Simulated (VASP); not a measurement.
An input for Ansatz (written as the equivalent of a VASP run, and not itself run):

Ansatz 0.2 input:
```yaml
crystal:
  lattice:
    - [0.0000000, 2.8236414, 2.8236414]
    - [2.8236414, 0.0000000, 2.8236414]
    - [2.8236414, 2.8236414, 0.0000000]
  atoms:
    - { symbol: Cd, position: [0.0000000, 0.0000000, 0.0000000] }
    - { symbol: S, position: [0.2500000, 0.2500000, 0.2500000] }
kpoints:
  mp_grid: { grid: [8, 8, 8] }
hamiltonian:
  xc: r2scan
  pseudopotentials: { kind: paw }
scf:
  occupations: { method: gaussian, width: 0.05 }
  max_iter: 100
relax:
  max_steps: 40
  f_tol: 0.01
  cell: { p_target: 10 }
output: { forces: true, stress: true, eigenvalues: true }
```

### Question
Write the VASP files for the same calculation (r2SCAN).

### Answer
This is not unique; one that fits is 
KPOINTS:
```
Automatic mesh
0
G
8 8 8
0 0 0
```

File POSCAR:
```
CdS
1
    0.0000000000     2.8236413956     2.8236413956
    2.8236413956    -0.0000000000     2.8236413956
    2.8236413956     2.8236413956    -0.0000000000
Cd S
1 1
Direct
  0.0000000000   0.0000000000   0.0000000000
  0.2500000000   0.2500000000   0.2500000000
```

**INCAR**
```
SYSTEM = CdS
PREC = Accurate; ENCUT = 480; LREAL = .False.
LASPH = .True.
EDIFF = 1E-7; NELM = 100; ALGO = Normal
LMAXMIX = 4; LMIXTAU = .True.
ISMEAR = 0; SIGMA = 0.05
METAGGA = R2SCAN
IBRION = 2; NSW = 40; ISIF = 3
EDIFFG = -0.01; PSTRESS = 100
LWAVE = .False.; LCHARG = .False.
```

POTCAR, in this order: Cd S (PBE.64 set). Program: vasp_std.

Limits of the translation: each code has its own PAW files, so the cut-off isn't converted (ENCUT is set for VASP's; basis.ecutwfc is left out, and Ansatz then takes the one that its files recommend); Ansatz stops its SCF on the density residual and VASP on the energy change (EDIFF).

The compound is CdS in the zinc blende structure, a metastable form; wurtzite is the usual one. It was relaxed first under an external pressure of 10 GPa.
